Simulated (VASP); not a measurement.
Output of a VASP run:

File OSZICAR:
```
       N       E                     dE             d eps       ncg     rms          rms(c)
DAV:   1     0.116724335312E+03    0.11672E+03   -0.84967E+03   696   0.130E+03
DAV:   2    -0.477269242074E+01   -0.12150E+03   -0.11186E+03   916   0.328E+02
DAV:   3    -0.942274322420E+01   -0.46501E+01   -0.46298E+01   876   0.608E+01
DAV:   4    -0.955484701739E+01   -0.13210E+00   -0.13203E+00  1060   0.852E+00
DAV:   5    -0.955590244404E+01   -0.10554E-02   -0.10554E-02   888   0.932E-01    0.632E+00
DAV:   6    -0.831805929521E+01    0.12378E+01   -0.43501E+00   752   0.184E+01    0.382E+00
DAV:   7    -0.829188335577E+01    0.26176E-01   -0.12335E-01   948   0.313E+00    0.230E+00
DAV:   8    -0.828915956236E+01    0.27238E-02   -0.55283E-02   744   0.279E+00    0.207E-01
DAV:   9    -0.829075747472E+01   -0.15979E-02   -0.64581E-03   960   0.667E-01    0.121E-01
DAV:  10    -0.829129501394E+01   -0.53754E-03   -0.87903E-04   768   0.300E-01    0.581E-02
DAV:  11    -0.829142233768E+01   -0.12732E-03   -0.33808E-04   756   0.152E-01    0.196E-02
DAV:  12    -0.829141417573E+01    0.81620E-05   -0.58281E-05   868   0.660E-02    0.678E-03
DAV:  13    -0.829141382386E+01    0.35186E-06   -0.45485E-06   760   0.218E-02
   1 F= -.82914138E+01 E0= -.82914138E+01  d E =-.546459E-19
```

File OUTCAR:
```
------------------------ aborting loop because EDIFF is reached ----------------------------------------
  FORCE on cell =-STRESS in cart. coord.  units (eV):
  Direction    XX          YY          ZZ          XY          YZ          ZX
  --------------------------------------------------------------------------------------
  Total        0.3157978      0.3157978      0.3157978      0.0000000     -0.0000000      0.0000000
  in kB       13.2165563     13.2165563     13.2165563      0.0000000     -0.0000000      0.0000000
  external PRESSURE =      13.2165563 kB  Pullay stress =       0.0000000 kB
  volume of cell :       38.28
      direct lattice vectors                 reciprocal lattice vectors
     0.000000000  2.675000000  2.675000000    -0.186915888  0.186915888  0.186915888
     2.675000000  0.000000000  2.675000000     0.186915888 -0.186915888  0.186915888
     2.675000000  2.675000000  0.000000000     0.186915888  0.186915888 -0.186915888
  FREE ENERGIE OF THE ION-ELECTRON SYSTEM (eV)
  ---------------------------------------------------
  free  energy   TOTEN  =        -8.2914138239 eV

  energy  without entropy=       -8.2914138239  energy(sigma->0) =       -8.29141382
```
(Selected blocks of OUTCAR.)

File POSCAR:
```
KF
1
    0.0000000000     2.6750000000     2.6750000000
    2.6750000000     0.0000000000     2.6750000000
    2.6750000000     2.6750000000     0.0000000000
K F
1 1
Direct
  0.0000000000   0.0000000000   0.0000000000
  0.5000000000   0.5000000000   0.5000000000
```

Write an INCAR and KPOINTS that could have produced this output.

One answer among several that fit: the input of the run itself, PBE GGA, plane waves, VASP's PBE PAW potentials (set 64).

### KPOINTS
```
Automatic mesh
0
Gamma
8 8 8
0 0 0
```

INCAR:
```
SYSTEM=KF
PREC=Accurate; ENCUT=520; LREAL=.False.
LASPH=.True.
EDIFF=1E-6; NELM=100; ALGO=Normal
ISMEAR=0; SIGMA=0.05
GGA=PE
ISIF=2
LWAVE=.False.; LCHARG=.False.
```

POTCAR, in this order: K_sv F (PBE.64 set). Program: vasp_std.

The compound is KF in the rock salt structure. The cell was not relaxed at this level.
